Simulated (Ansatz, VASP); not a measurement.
**GaP in two plane-wave programs**

One calculation is typed for both programs; each brings its own data sets. How far apart do they land? The cell is taken from a series of runs on this material, whose earlier steps may have relaxed, scaled, displaced or heated it; both programs get it as it stands.

Main program and level: Ansatz 0.2.0; plane waves, with VASP 6.6.1 beside it; zone-centre phonons at LDA.

### 1. The structure

Symmetry: F-43m, No. 216, cubic system. The conventional cell has a = 5.388 Å, b = 5.388 Å, c = 5.388 Å, α = 90.00°, β = 90.00°, γ = 90.00°. Ga has 4 P at 2.33 Å nearest. Nearest to P lie 4 Ga at 2.33 Å. Farther neighbours are not listed.

### 2. Ansatz: zone-centre phonons, LDA

Ansatz runs on norm-conserving files, of PseudoDojo where its log says so.

Second derivatives magnify differences that forces hide, and they need a tight electronic threshold.

input.yaml reads:

```yaml
crystal:
  lattice:
    - [0.0, 2.6937989807, 2.6937989807]
    - [2.6937989807, 0.0, 2.6937989807]
    - [2.6937989807, 2.6937989807, 0.0]
  atoms:
    - { symbol: Ga, position: [0.0, 0.0, 0.0] }
    - { symbol: P, position: [0.25, 0.25, 0.25] }
kpoints:
  mp_grid: { grid: [8, 8, 8] }
hamiltonian:
  xc: lda
  pseudopotentials: { kind: nc, accuracy: standard }
scf:
  occupations: { method: fixed }
output:
  eigenvalues: true
basis:
  ecutwfc: 1197.301
phonons:
  method: dfpt
  dielectric: true
  rigid_motions: translations
```

Command:

```sh
$ ansatz run input.yaml --threads 4 --pin off --max-ram 16384MiB --backend cpu --events-out ev --progress --plain --runs-dir out
```

The program printed:

```text
Engine: ansatz 0.2.0, x86_64-unknown-linux-gnu
Pseudopotentials: kind: nc
Pseudopotential: Ga, nc, valence charge 13, recommended cutoff 1088.45545 eV (normal), Ga.nc.azcp (PseudoDojo's, or run here from an input of PseudoDojo's; its table is named by hamiltonian.pseudopotentials.accuracy)
Pseudopotential: P, nc, valence charge 5, recommended cutoff 653.07327 eV (normal), P.nc.azcp (PseudoDojo's, or run here from an input of PseudoDojo's; its table is named by hamiltonian.pseudopotentials.accuracy)
Functional definition: SPW92
  exchange = slater_x
  correlation = pw_c
Crystal: 2 atoms, lattice volume = 39.095 Å³
Basis set: ecut = 1197.301 eV, 3695 PW (Γ), exchange–correlation on 90×90×90 points (8 copies of the dense FFT grid, shifted against one another)
Bands: 13, of which v1, the nominal top of the filled ones, is band 9 counted from 1 (8 counted from 0)
Symmetry: 24 space group operations
k-points: 95 of 512 (irreducible under 4 space group operations, time reversal used)
Non-local potential: Ga, projectors of the file, l = 0: 2, l = 1: 2, l = 2: 2
Non-local potential: P, projectors of the file, l = 0: 2, l = 1: 2, l = 2: 2
Initial density: superposition of atomic densities (chi_scale 0.1, normalization cell, long waves kept (reshape's long-wave potential 0.00 eV rms))
Initial wavefunctions: pseudopotential atomic-orbital guess
Functional: x = slater, c = lda
SCF iter   1: F=—  HF=-2268.249915 eV  |F-HF|=—  |Δ(HF+E_count)|=         —  Δρ=3.98e-2  dr2=6.43e-1  ethr=3.10e-3  ⟨swp⟩=5.1  Hψ=6553  notcnv=0  defer=166
preconditioner: auto → none  [insulator: Δε(μ)=1.874 eV  Ē_g=15.523 eV  n_scr=14 (ndim 8)  ℏωp=25.2 eV  f_vac=0.000  ε∞_Penn≈3.6]
SCF iter   2: F=—  HF=-2268.069876 eV  |F-HF|=—  |Δ(HF+E_count)|=   1.80e-1  Δρ=1.73e-2  dr2=7.98e-2  ethr=3.10e-3  ⟨swp⟩=2.7  Hψ=2313  notcnv=0  defer=179
SCF iter   3: F=—  HF=-2268.052268 eV  |F-HF|=—  |Δ(HF+E_count)|=   1.76e-2  Δρ=4.78e-3  dr2=7.20e-3  ethr=4.43e-4  ⟨swp⟩=2.8  Hψ=1767  notcnv=0  defer=176
SCF iter   4: F=—  HF=-2268.050480 eV  |F-HF|=—  |Δ(HF+E_count)|=   1.79e-3  Δρ=8.03e-4  dr2=9.25e-5  ethr=4.00e-5  ⟨swp⟩=2.4  Hψ=1745  notcnv=0  defer=180
SCF iter   5: F=—  HF=-2268.050490 eV  |F-HF|=—  |Δ(HF+E_count)|=   1.02e-5  Δρ=1.24e-4  dr2=1.79e-6  ethr=5.14e-7  ⟨swp⟩=2.7  Hψ=2181  notcnv=0  defer=180
SCF iter   6: F=—  HF=-2268.050538 eV  |F-HF|=—  |Δ(HF+E_count)|=   4.76e-5  Δρ=5.08e-5  dr2=4.32e-7  ethr=9.96e-9  ⟨swp⟩=2.3  Hψ=1960  notcnv=0  defer=51
SCF iter   7: F=—  HF=-2268.050537 eV  |F-HF|=—  |Δ(HF+E_count)|=   1.98e-7  Δρ=4.24e-6  dr2=3.22e-9  ethr=2.40e-9  ⟨swp⟩=2.3  Hψ=1900  notcnv=0  defer=52
SCF iter   8: F=—  HF=-2268.050537 eV  |F-HF|=—  |Δ(HF+E_count)|=   2.63e-9  Δρ=8.77e-7  dr2=2.32e-10  ethr=1.79e-11  ⟨swp⟩=2.0  Hψ=1996  notcnv=0  defer=50
SCF iter   9: F=-2268.050537 eV  HF=-2268.050537 eV  |F-HF|=4.55e-13  |Δ(HF+E_count)|=  1.02e-10  Δρ=3.43e-8  dr2=1.89e-13  ethr=1.00e-12  ⟨swp⟩=9.1  Hψ=8973  notcnv=0
SCF 1 converged in 9 iterations: F = -2268.050537 eV  dr2 = 1.89e-13
DFPT response loops at Γ: preconditioner auto → none (the input reference at scf.mixing.eps_inf says where Resta's filter doesn't serve); β = 0.50; Broyden in place of MSR1
── the response to a field inside a basis, on 10×10×10 k-points: an SCF that follows is theirs, and a resumed run solves both again ──
Bands: 10, of which v1, the nominal top of the filled ones, is band 9 counted from 1 (8 counted from 0)
k-points: 110
Initial density: handed on by an earlier stage of this run
Initial wavefunctions: pseudopotential atomic-orbital guess (no wavefunctions were taken with the density)
Eigensolver: Dense (110 Hₖ)
SCF iter   1: F=—  HF=-2268.050248 eV  |F-HF|=—  |Δ(HF+E_count)|=         —  Δρ=1.29e-4  dr2=5.75e-6  ethr=1.00e-1
preconditioner: auto → none  [insulator: Δε(μ)=1.516 eV  Ē_g=13.281 eV  n_scr=14 (ndim 8)  ℏωp=25.2 eV  f_vac=0.003  ε∞_Penn≈4.6]
SCF iter   2: F=—  HF=-2268.050247 eV  |F-HF|=—  |Δ(HF+E_count)|=   1.50e-6  Δρ=5.21e-5  dr2=3.54e-7  ethr=3.19e-8
SCF iter   3: F=-2268.050247 eV  HF=-2268.050247 eV  |F-HF|=9.08e-9  |Δ(HF+E_count)|=   7.89e-9  Δρ=2.07e-5  dr2=5.14e-8  ethr=1.97e-9
SCF 1 converged in 3 iterations: F = -2268.050247 eV  dr2 = 5.14e-8
DFPT response loops at Γ: mixed as the last ones told, above
WARN: field response: ε∞ stands inside a basis, on 10×10×10 points; the force constants stand on the 8×8×8 k-mesh, whose period is 10.79 times the interband length at k = (0.0000, 0.0000, 0.0000), direct gap 1.893 eV, under 14: take them and everything formed from them as unconverged, and compare with a denser kpoints.mp_grid
SCF converged after 9 iterations
Free energy (F): -2268.050537 eV
Harris-Foulkes:  -2268.050537 eV  (|F-HF|=4.55e-13)
Internal energy: -2268.050537 eV  (E = F + TS)
E sigma→0 (E₀):  -2268.050537 eV
Fermi energy:    7.824154 eV
--- Per-component energies (eV) ---
  E_band       = -48.365669
  E_kinetic    = 1770.995134
  E_local      = -1791.710203  (includes V_loc(G=0)·N_el)
  E_nonlocal   = -1005.155981
  E_hartree    = 702.197513
  E_xc         = -616.406480
  E_vxc        = -426.889654  (∫ρ·V_xc dr)
  E_ewald      = -1327.970520
  E_smearing   = -0.000000  (= −TS)
  E_closure    = 0.000000  (closes the sum)
  Σ components = -2268.050537   (vs F -2268.050537, Δ=0.00e0)
--- Band table (eV; the first three rows and the last of 95) ---
  k-point 0: bands = [... 5 lower, -4.9615, 7.8242, 7.8242, 7.8242, 9.7169, 11.6117, 11.6117, 11.6117]
  k-point 1: bands = [... 5 lower, -4.7497, 6.1417, 7.5775, 7.5775, 10.2920, 11.9796, 11.9796, 12.2497]
  k-point 2: bands = [... 5 lower, -4.1480, 3.8106, 7.1198, 7.1198, 9.9356, 12.4995, 12.4995, 14.1850]
  k-point 94: bands = [... 5 lower, -1.6903, 1.0282, 4.0415, 4.1846, 12.4336, 12.7413, 13.8308, 13.8974]
--- Phonons (Γ-DFPT): 2 representative perturbations + reference, on 95 of 512 k-points (Σ response iterations 6) ---
  k mesh reduced under 4 symmetry operations, with k and −k counted as one. Each operation leaves every solved perturbation unchanged. A smaller set is not considered because the run solves the response to a homogeneous field
  ASR residual: 1.355e-5 → 0.000e0 eV/Å²; symmetrization residual: 2.029e-6 eV/Å²
  ASR residual per site (eV/Å²): 9.21e-6 1.36e-5
  Γ frequencies (cm⁻¹): 0.00 0.00 0.00 365.21 365.21 365.21
  ε∞ (high-frequency dielectric tensor):
       10.675805    -0.000000     0.000000
       -0.000000    10.675805     0.000000
        0.000000     0.000000    10.675805
  ε⁰ (static dielectric tensor: ions relaxed, cell fixed):
       12.519675    -0.000000     0.000000
       -0.000000    12.519675    -0.000000
        0.000000    -0.000000    12.519675
  ε⁰ − ε∞ (ionic part):
        1.843869    -0.000000     0.000000
       -0.000000     1.843869    -0.000000
        0.000000    -0.000000     1.843869
  softest optical mode at Γ: 365.21 cm⁻¹; the repairs (sum rule, projections) moved no ω² at Γ by more than (0.48 cm⁻¹)²
  Born effective charges Z* (e; rows j = field, columns β = displacement):
    site 0:
         2.04709   -0.00000    0.00000
        -0.00000    2.04709    0.00000
         0.00000    0.00000    2.04709
    site 1:
        -2.04709    0.00000   -0.00000
         0.00000   -2.04709   -0.00000
        -0.00000   -0.00000   -2.04709
  Z* charge neutrality: 1.000e-3 e pre-enforcement
  solved inside a basis spanned on kpoints, on 10×10×10 k-points transformed towards the longest dipole: ε∞ is read to err by 3.0e-2, Z* by 1.5e-2 e (field_mesh: kpoints solves on kpoints); Z* is corrected for what the basis lacks
  optical modes at Γ without the LO–TO term, one row a degenerate level:
      ω (cm⁻¹)  modes    IR ((D/Å)²/amu)
        365.21      3            13.5239
  optical modes at Γ + LO–TO along q̂ = [1.0000, 0.0000, 0.0000]:
      ω (cm⁻¹)  modes    IR ((D/Å)²/amu)
        365.21      2             9.0159
        395.49      1             4.5080
  optical modes at Γ + LO–TO along q̂ = [0.0000, 1.0000, 0.0000]:
      ω (cm⁻¹)  modes    IR ((D/Å)²/amu)
        365.21      2             9.0159
        395.49      1             4.5080
  optical modes at Γ + LO–TO along q̂ = [0.0000, 0.0000, 1.0000]:
      ω (cm⁻¹)  modes    IR ((D/Å)²/amu)
        365.21      2             9.0159
        395.49      1             4.5080
```

In the SCF lines HF is the Harris–Foulkes energy and dr2 the Hartree energy of the density residual, in eV; the loop may stop once dr2 is under the threshold and the program's other checks hold. Hψ counts applications of the Hamiltonian.

[end of part 1 of 2]

[Lines on the potential files, build, host, timing and source positions are cut from VASP's logs without a mark.]

[Logs are printed without paths, hosts, clocks, repeated set-up lines and the standing remarks that a program may print on its own settings, such as how far it seeks lower states.]

[Hosts, paths, dates, database ids (printed as entryN), source tags and the programs' standing remarks are cut or masked in the printed files.]
